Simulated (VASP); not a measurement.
An input for Quantum ESPRESSO's pw.x (written as the equivalent of a VASP run, and not itself run):

```
&CONTROL
  calculation = 'vc-relax'
  pseudo_dir = './pseudo'
  outdir = './out'
  tprnfor = .true.
  tstress = .true.
  nstep = 60
  forc_conv_thr = 0.00078
/
&SYSTEM
  ibrav = 0
  nat = 9
  ntyp = 2
  ecutwfc = 84
  occupations = 'smearing'
  smearing = 'methfessel-paxton'
  degauss = 0.00735
  input_dft = 'pbesol'
/
&ELECTRONS
  conv_thr = 7.3e-08
  electron_maxstep = 100
/
&IONS
/
&CELL
/
ATOMIC_SPECIES
  W 183.840 W.upf
  N 14.007 N.upf
CELL_PARAMETERS angstrom
     6.6761572    0.0000000   -0.0000000
    -3.3380786    5.7817220   -0.0000000
     0.0000000   -0.0000000    2.8248543
ATOMIC_POSITIONS crystal
  W    0.2364930  0.0000000  0.0000000
  W    1.0000000  0.2364930  0.0000000
  W    0.7635070  0.7635070  0.0000000
  W    0.5788337  0.0000000  0.5000000
  W    1.0000000  0.5788337  0.5000000
  W    0.4211663  0.4211663  0.5000000
  N    0.0000000  0.0000000  0.5000000
  N    0.3333330  0.6666670  0.0000000
  N    0.6666670  0.3333330  0.0000000
K_POINTS automatic
  5 5 10 0 0 0
```

Task: Write the VASP files for the same calculation (PBEsol).

Result: This is not unique; one that fits is 
**POSCAR**
```
W2N
1.0
  6.6761572298   0.0000000000   0.0000000000
 -3.3380786149   5.7817219830   0.0000000000
  0.0000000000   0.0000000000   2.8248542858
W N
6 3
Cartesian
  1.5788645145   0.0000000000   0.0000000000
  5.8867249725   1.3673368313   0.0000000000
  2.5486463576   4.4143851517   0.0000000000
  3.8643846335   0.0000000000   1.4124271429
  4.7439649134   3.3466553908   1.4124271429
  1.4058862985   2.4350665922   1.4124271429
  0.0000000000   0.0000000000   1.4124271429
 -0.0000033381   3.8544832492   0.0000000000
  3.3380819530   1.9272387338   0.0000000000
```

**KPOINTS**
```
Regular mesh
0
gamma
  5 5 10
0 0 0
```

**INCAR**
```
LREAL = .FALSE.
LMAXMIX = 6   ! l cut-off of mixed one-centre charges
LWAVE = .FALSE.
ISIF = 3
ENCUT = 520   ! plane-wave cut-off (eV)
SYSTEM = W2N
EDIFFG = -0.02   ! ionic stop
EDIFF = 1E-6
PREC = Accurate
LCHARG = .FALSE.
NSW = 60
IBRION = 2
GGA = PS
NELM = 100   ! most electronic steps
ALGO = Normal   ! blocked Davidson
ISMEAR = 1
LASPH = .TRUE.   ! aspherical one-centre terms
SIGMA = 0.1
```

POTCAR, in this order: W_sv N (PBE.64 set). Program: vasp_std.

What does not carry over: the potentials are each code's own (VASP's PAW set, PseudoDojo norm-conserving files in pw.x), so ENCUT and ecutwfc are chosen apart and not converted; conv_thr bounds pw.x's estimated SCF error, while EDIFF bounds the energy change between steps; forc_conv_thr acts on force components and is met together with etot_conv_thr.

The structure was generated: W2N was put into the Fe2P type (P-62m), which need not be its known phase. This run relaxes it. Symmetry was kept, so distortions that lower it aren't found. The start is the result of an earlier pass.
